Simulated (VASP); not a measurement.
# LiMg (R-3m) in VASP: single point with LDA

Aim: the single point of LiMg with LDA.

Program: VASP 6.6.1. These are calculated values, not measurements. Logs are shortened: lines on timing, memory, paths and dates and some standing lists are left out, and cuts for length are marked.

**1. Starting point**

Symmetry: R-3m, No. 166, trigonal system. The conventional cell has a = 3.092 Å, b = 3.092 Å, c = 15.243 Å, α = 90.00°, β = 90.00°, γ = 120.00°. Around Li (site symmetry -3m) lie 6 Li at 3.09 Å and 6 Mg at 3.10 Å. Around Mg (site symmetry -3m) lie 6 Mg at 3.09 Å and 6 Li at 3.10 Å.

The cell comes from a database or a generator and needn't be the stable form of this composition.

**2. Single point, LDA**

Input file INCAR:

```
PREC = Accurate ; ENCUT = 520
EDIFF = 1E-7 ; ISMEAR = 0
SIGMA = 0.15 ; LREAL = F
LASPH = T ; NELM = 100
ALGO = Fast ; ISIF = 2
LWAVE = F ; LCHARG = F
GGA = CA ; NBANDS = 10
```

Input file KPOINTS:

```
regular mesh
0
Gamma
  18 18 18
```

Input file POSCAR:

```
LiMg
1.0
    1.5457510101      0.8924397618      5.0810520986
   -1.5457510101      0.8924397618      5.0810520986
    0.0000000000     -1.7848795236      5.0810520986
Li Mg
1 1
Direct
    0.0000000000      0.0000000000      0.0000000000
    0.5000000000      0.5000000000      0.5000000000
```

Potentials or basis: VASP PAW LDA potentials, release 64 (Li_sv, Mg).

On the command line:

```
> cat potpaw_LDA.64/Li_sv/POTCAR potpaw_LDA.64/Mg/POTCAR > POTCAR
> mpirun -np 1 vasp_std > vasp.out
```

OUTCAR:

```text
PREC = Accurate
   ENCUT = 520
   EDIFF = 1E-7
   ISMEAR = 0
   LREAL = F
   LASPH = T
   NELM = 100
   ISIF = 2
   GGA = CA

 ion  position               nearest neighbor table
   1  0.000  0.000  0.000-   2 3.10   2 3.10   2 3.10   2 3.10   2 3.10   2 3.10
   2  0.500  0.500  0.500-   1 3.10   1 3.10   1 3.10   1 3.10   1 3.10   1 3.10

  LATTYP: Found a trigonal (rhomboedric) cell.
 ALAT       =     5.3854326978
 COS(alpha) =     0.8352338978

  Lattice vectors:

 A1 = (   1.5457510101,   0.8924397618,   5.0810520986)
 A2 = (  -1.5457510101,   0.8924397618,   5.0810520986)
 A3 = (   0.0000000000,  -1.7848795236,   5.0810520986)

Analysis of symmetry for initial positions (statically):
=====================================================================
 Subroutine PRICEL returns:
 Original cell was already a primitive cell.

 Routine SETGRP: Setting up the symmetry group for a
 trigonal (rhombohedral) supercell.

 Subroutine GETGRP returns: Found 12 space group operations
 (whereof 12 operations were pure point group operations)
 out of a pool of 12 trial point group operations.

The static configuration has the point symmetry D_3d.

Analysis of symmetry for dynamics (positions and initial velocities):
=====================================================================
 Subroutine PRICEL returns:
 Original cell was already a primitive cell.

 Routine SETGRP: Setting up the symmetry group for a
 trigonal (rhombohedral) supercell.

 Subroutine GETGRP returns: Found 12 space group operations
 (whereof 12 operations were pure point group operations)
 out of a pool of 12 trial point group operations.

The dynamic configuration has the point symmetry D_3d.

 Subroutine INISYM returns: Found 12 space group operations
 (whereof 12 operations are pure point group operations),
 and found     1 'primitive' translations

----------------------------------------------------------------------------------------

                                     Primitive cell

  volume of cell :      42.0556

  direct lattice vectors                    reciprocal lattice vectors
     1.545751010  0.892439762  5.081052099     0.323467361  0.186753968  0.065603211
    -1.545751010  0.892439762  5.081052099    -0.323467361  0.186753968  0.065603211
     0.000000000 -1.784879524  5.081052099     0.000000000 -0.373507936  0.065603211

  length of vectors
     5.385432698  5.385432698  5.385432698     0.379225473  0.379225473  0.379225473

  position of ions in fractional coordinates (direct lattice)
     0.000000000  0.000000000  0.000000000
     0.500000000  0.500000000  0.500000000

  ion indices of the primitive-cell ions
   primitive index   ion index
                 1           1
                 2           2

----------------------------------------------------------------------------------------

 KPOINTS: regular mesh

Automatic generation of k-mesh.
 Grid dimensions read from file:
 generate k-points for:   18   18   18

 Generating k-lattice:

  Cartesian coordinates                     Fractional coordinates (reciprocal lattice)
     0.017970409  0.010375220  0.003644623     0.055555556  0.000000000 -0.000000000
    -0.017970409  0.010375220  0.003644623     0.000000000  0.055555556 -0.000000000
     0.000000000 -0.020750441  0.003644623    -0.000000000 -0.000000000  0.055555556

  Length of vectors
     0.021068082  0.021068082  0.021068082

  Shift w.r.t. Gamma in fractional coordinates (k-lattice)
     0.000000000  0.000000000  0.000000000

 Subroutine IBZKPT returns following result:
 ===========================================

 Found    580 irreducible k-points:

 Following reciprocal coordinates:
            Coordinates               Weight
  0.000000  0.000000  0.000000      1.000000
  0.055556 -0.000000 -0.000000      6.000000
  0.111111 -0.000000 -0.000000      6.000000
  0.166667 -0.000000  0.000000      6.000000
  0.222222  0.000000 -0.000000      6.000000
  0.277778  0.000000  0.000000      6.000000
[... 16 lines left out ...]
 -0.277778  0.055556  0.000000     12.000000
 -0.222222  0.055556  0.000000     12.000000
 [... further k-points ...]
   k-points           NKPTS =    580   k-points in BZ     NKDIM =    580   number of bands    NBANDS=     10
   number of dos      NEDOS =    301   number of ions     NIONS =      2
   total plane-waves  NPLWV =  64000
   dimension x,y,z NGX =    40 NGY =   40 NGZ =   40
   dimension x,y,z NGXF=    80 NGYF=   80 NGZF=   80
   ions per type =               1   1
   NGX,Y,Z   is equivalent  to a cutoff of  12.35, 12.35, 12.35 a.u.
   NGXF,Y,Z  is equivalent  to a cutoff of  24.70, 24.70, 24.70 a.u.
 SYSTEM =  unknown system
   PREC   = accura    normal or accurate (medium, high low for compatibility)
   ISTART =      0    job   : 0-new  1-cont  2-samecut
   ICHARG =      2    charge: 1-file 2-atom 10-const
   ISPIN  =      1    spin polarized calculation?
   LNONCOLLINEAR =      F non collinear calculations
   LSORBIT =      F    spin-orbit coupling
   LASPH  =      T    aspherical Exc in radial PAW
   ENCUT  =  520.0 eV  38.22 Ry    6.18 a.u.  10.01 10.01 10.01*2*pi/ulx,y,z
   NELM   =    100;   NELMIN=  2; NELMDL= -5     # of ELM steps
   EDIFF  = 0.1E-06   stopping-criterion for ELM
   LREAL  =      F    real-space projection
   EDIFFG = 0.1E-05   stopping-criterion for IOM
   NSW    =      0    number of steps for IOM
   IBRION =     -1    ionic relax: 0-MD 1-quasi-New 2-CG
   NFREE  =      0    steps in history (QN), initial steepest desc. (CG)
   ISIF   =      2    stress and relaxation
   ISYM   =      2    0-nonsym 1-usesym 2-fastsym
   POTIM  = 0.5000    time-step for ionic-motion
   TEBEG  =    0.0;   TEEND  =   0.0 temperature during run
   PSTRESS=    0.0 pullay stress
   NELECT =       5.0000    total number of electrons
   NUPDOWN=      -1.0000    fix difference up-down
   EMIN   =  10.00;   EMAX   =-10.00  energy-range for DOS
   EFERMI =   0.00;   METHOD = LEGACY
   ISMEAR =     0;   SIGMA  =   0.15  broadening in eV -4-tet -1-fermi 0-gaus
   EFERMI_NEDOS =   21; number of points for ismear=-14 and -15
   IALGO  =     68    algorithm
   IMIX   =      4    mixing-type and parameters
     AMIX     =   0.40;   BMIX     =  1.00
     AMIX_MAG =   1.60;   BMIX_MAG =  1.00
  volume/ion in A,a.u.               =      21.03       141.90
  Fermi-wavevector in a.u.,A,eV,Ry     =   0.804990  1.521210  8.816692  0.648009
  Thomas-Fermi vector in A             =   1.913150
   LORBIT       =      0    0 simple, 1 ext, 2 COOP (PROOUT), +10 PAW based schemes
   GGA     = CA    functional components
   LHFCALC =     F    Hartree Fock is set to
   AEXX    =    0.0000 exact exchange contribution
   IVDW    =     0    specifies the selected vdW correction
   LEPSILON=     F    determine dielectric tensor
   LRPA    =     F    only Hartree local field effects (RPA)
 non-spin polarized calculation
 RMM-DIIS sequential band-by-band and
 Gauss-broadening in eV      SIGMA  =   0.15
  energy-cutoff  :      520.00
  volume of cell :       42.06
 maximum number of plane-waves:      1160
   NGX = 19   NGY = 19   NGZ = 19

 number of electron       5.0000004 magnetization

 Free energy of the ion-electron system (eV)
  ---------------------------------------------------
  ext. energy  EPLUGINS =         0.00000000
  ---------------------------------------------------
  free energy    TOTEN  =        -3.93962386 eV

  energy without entropy =       -3.93008138  energy(sigma->0) =       -3.93485262

 E-fermi :   1.6207     XC(G=0):  -8.0544

 val. band max:        1.6206929406   @ k =  -0.2778   0.5000   0.2222
 cond. band min:       1.6222662568   @ k =  -0.0556   0.2222   0.0556
 fundamental gap:      0.0015733162
 Fermi energy:         1.6207169131

 k-point     1 :       0.0000    0.0000    0.0000
  band No.  band energies     occupation
      1     -43.8927      2.00000
      2      -4.1191      2.00000
      3       0.7176      2.00000
      4       2.6997      0.00000
      5      13.9790      0.00000
      6      13.9790      0.00000
      7      14.5854      0.00000
      8      14.5854      0.00000
      9      15.7073      0.00000
     10      16.3572      0.00000

 k-point     2 :       0.0556   -0.0000   -0.0000
  band No.  band energies     occupation
      1     -43.8924      2.00000
      2      -4.0567      2.00000
      3       0.7639      2.00000
      4       2.7572      0.00000
      5      13.0519      0.00000
      6      13.5434      0.00000
      7      14.1510      0.00000
      8      14.5926      0.00000
      9      15.6029      0.00000
     10      15.9467      0.00000

 k-point     3 :       0.1111   -0.0000   -0.0000
  band No.  band energies     occupation
      1     -43.8914      2.00000
      2      -3.8699      2.00000
      3       0.9026      2.00000
      4       2.9282      0.00000
      5      11.4057      0.00000
      6      12.8848      0.00000
      7      13.1634      0.00000
      8      14.0820      0.00000
      9      14.7920      0.00000
     10      15.8238      0.00000

 k-point     4 :       0.1667   -0.0000    0.0000
  band No.  band energies     occupation
      1     -43.8898      2.00000
      2      -3.5594      2.00000
      3       1.1326      2.00000
      4       3.2052      0.00000
      5       9.7282      0.00000
      6      11.8423      0.00000
      7      12.2699      0.00000
      8      13.3799      0.00000
      9      14.0861      0.00000
     10      15.3912      0.00000

 k-point     5 :       0.2222    0.0000   -0.0000
  band No.  band energies     occupation
      1     -43.8879      2.00000
      2      -3.1265      2.00000
      3       1.4515      1.88936
      4       3.5642      0.00000
      5       8.1520      0.00000
      6      10.4762      0.00000
      7      11.7412      0.00000
      8      12.7113      0.00000
      9      13.4493      0.00000
     10      15.0518      0.00000

 k-point     6 :       0.2778    0.0000    0.0000
  band No.  band energies     occupation
      1     -43.8858      2.00000
      2      -2.5733      2.00000
      3       1.8542      0.02775
      4       3.9150      0.00000
      5       6.7959      0.00000
      6       9.1748      0.00000
      7      11.3108      0.00000
      8      12.1341      0.00000
      9      12.8825      0.00000
     10      14.2152      0.00000
[... 183 lines left out ...]
 k-point    21 :      -0.3889    0.0556    0.0000
  band No.  band energies     occupation
      1     -43.8815      2.00000
      2      -0.6703      2.00000
      3       2.4280      0.00000
      4       3.6161      0.00000
      5       5.7743      0.00000
      6       6.8135      0.00000
      7       9.9883      0.00000
      8      10.2372      0.00000
      9      11.2280      0.00000
     10      13.2594      0.00000

 k-point    22 :      -0.3333    0.0556    0.0000
  band No.  band energies     occupation
      1     -43.8829      2.00000
      2      -1.5026      2.00000
      3       2.7946      0.00000
      4       3.6054      0.00000
      5       5.8103      0.00000
      6       7.3222      0.00000
      7      10.1430      0.00000
      8      10.7331      0.00000
      9      12.3658      0.00000
     10      13.5047      0.00000

 k-point    23 :      -0.2778    0.0556    0.0000
  band No.  band energies     occupation
      1     -43.8846      2.00000
      2      -2.2257      2.00000
      3       2.3124      0.00000
      4       3.8680      0.00000
      5       6.2586      0.00000
      6       8.3978      0.00000
      7      10.4113      0.00000
      8      11.2221      0.00000
      9      13.6225      0.00000
     10      13.9826      0.00000

 k-point    24 :      -0.2222    0.0556    0.0000
  band No.  band energies     occupation
      1     -43.8866      2.00000
      2      -2.8335      2.00000
      3       1.8411      0.03776
      4       3.6060      0.00000
      5       7.4621      0.00000
      6       9.6384      0.00000
      7      10.7931      0.00000
      8      11.7931      0.00000
      9      14.2150      0.00000
     10      15.0857      0.00000

 [... further k-points ...]

------------------------ aborting loop because EDIFF is reached ----------------------------------------

  FORCE on cell =-STRESS in cart. coord.  units (eV):
  Direction    XX          YY          ZZ          XY          YZ          ZX
  --------------------------------------------------------------------------------------
  -------------------------------------------------------------------------------------
  Total       -0.3662369     -0.3662369     -0.5242109      0.0000000      0.0000000      0.0000000
  in kB      -13.9524115    -13.9524115    -19.9706999      0.0000000      0.0000000      0.0000000
  external PRESSURE =     -15.9585076 kB  Pullay stress =       0.0000000 kB

 VOLUME and BASIS-vectors are now :
 -----------------------------------------------------------------------------
  energy-cutoff  :      520.00
  volume of cell :       42.06
      direct lattice vectors                 reciprocal lattice vectors
     1.545751010  0.892439762  5.081052099     0.323467361  0.186753968  0.065603211
    -1.545751010  0.892439762  5.081052099    -0.323467361  0.186753968  0.065603211
     0.000000000 -1.784879524  5.081052099     0.000000000 -0.373507936  0.065603211

 POSITION                                       TOTAL-FORCE (eV/Angst)
 -----------------------------------------------------------------------------------
      0.00000      0.00000      0.00000         0.000000      0.000000     -0.000000
      0.00000      0.00000      7.62158         0.000000     -0.000000      0.000000
 -----------------------------------------------------------------------------------
    total drift:                               -0.000000     -0.000000     -0.000000

  FREE ENERGIE OF THE ION-ELECTRON SYSTEM (eV)
  ---------------------------------------------------
  free  energy   TOTEN  =        -3.9396238609 eV

  energy  without entropy=       -3.9300813790  energy(sigma->0) =       -3.93485262
```

It took 9.8 min on 1 thread of Intel Xeon Platinum 8488C (Sapphire Rapids), shared host; peak memory 0.4 GiB.

What came out:

```
Free energy            : -3.9396 eV
Band gap on the k mesh : none (metal or under the smearing width)
```

Caveat: the cutoff is under 1.25 times the usual one of these potentials, so pressure, stress and relaxed cells hold a basis-set (Pulay) error.
